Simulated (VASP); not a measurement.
Given:

```
CELL_PARAMETERS angstrom
     -1.59993     1.59993     1.59993
      1.59993    -1.59993     1.59993
      1.59993     1.59993    -1.59993
ATOMIC_POSITIONS crystal
  W  0.00000 0.00000 0.00000
```

Method: RPBE GGA, VASP's PBE PAW potentials (set 64) (plane waves; VASP). Run with 520 eV cut-off, 18×18×18 Γ-centred mesh, tetrahedra with Blöchl corrections, potentials W_sv.

Unless said otherwise, spin-orbit coupling is left out, though it shifts the bands of the heavy elements here.

**Question.** What does the run give for the energy per atom (σ→0), band gap (on the k-mesh) with the smallest direct gap where there is one?

**Answer.** 
```
Item                                                         Value
------------------------  ----------------------------------------
band gap (on the k-mesh)  none (metal, semimetal or under 0.01 eV)
energy per atom (σ→0)                              -12.404 eV/atom
```

Only differences to runs with the same potentials and settings are physical.

The compound is W in the bcc structure. It was relaxed first.
